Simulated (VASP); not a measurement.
These are PW91 GGA, VASP's PBE PAW potentials (set 64) (plane waves; VASP) values and carry that method's errors.

Input for VASP

INCAR:
```
! general
SYSTEM   =  TiB2
PREC     =  Accurate
ENCUT    =  520
LREAL    =  .FALSE.
LASPH    =  .TRUE.

! electronic loop
EDIFF    =  1E-7
NELM     =  100
ALGO     =  Normal
LMAXMIX  =  4

! smearing
ISMEAR   =  -5

! functional
GGA      =  91

! ions
ISIF     =  2

! output
LWAVE    =  .FALSE.
LCHARG   =  .TRUE.
LORBIT   =  11
NEDOS    =  601

! other
LEFG     =  .TRUE.
```

**POSCAR**
```
TiB2
1
    1.5158813411    -2.6255835277     0.0000000000
    1.5158813411     2.6255835277    -0.0000000000
    0.0000000000    -0.0000000000     3.2328710899
Ti B
1 2
Direct
  0.0000000000   0.0000000000   0.0000000000
  0.3333330000   0.6666670000   0.5000000000
  0.6666670000   0.3333330000   0.5000000000
```

KPOINTS:
```
Automatic mesh
0
G
13 13 11
0 0 0
```

POTCAR, in this order: Ti_sv B (PBE.64 set). Program: vasp_std.

### Question
Predict the energy per atom (σ→0), band gap (on the k-mesh).

### Answer

```json
{
  "energy per atom (σ→0)": "-8.112 eV/atom",
  "band gap (on the k-mesh)": "none (metal, semimetal or under 0.01 eV)"
}
```

### OSZICAR
```
...
DAV:  11    -0.243353743528E+02    0.68319E-05   -0.44090E-04  4651   0.268E-01    0.541E-02
DAV:  12    -0.243353770286E+02   -0.26759E-05   -0.14169E-04  4281   0.162E-01    0.984E-03
DAV:  13    -0.243353702500E+02    0.67787E-05   -0.10747E-05  4106   0.432E-02    0.248E-03
DAV:  14    -0.243353713595E+02   -0.11095E-05   -0.35281E-07  3732   0.713E-03    0.680E-04
DAV:  15    -0.243353718033E+02   -0.44384E-06   -0.58237E-08  1813   0.270E-03    0.151E-04
DAV:  16    -0.243353719102E+02   -0.10686E-06   -0.23111E-08  1748   0.126E-03    0.219E-04
DAV:  17    -0.243353718909E+02    0.19208E-07   -0.84680E-09  1748   0.839E-04
   1 F= -.24335372E+02 E0= -.24335372E+02  d E =0.000000E+00
```

The compound is TiB2 in the AlB2 type structure. It was relaxed first.
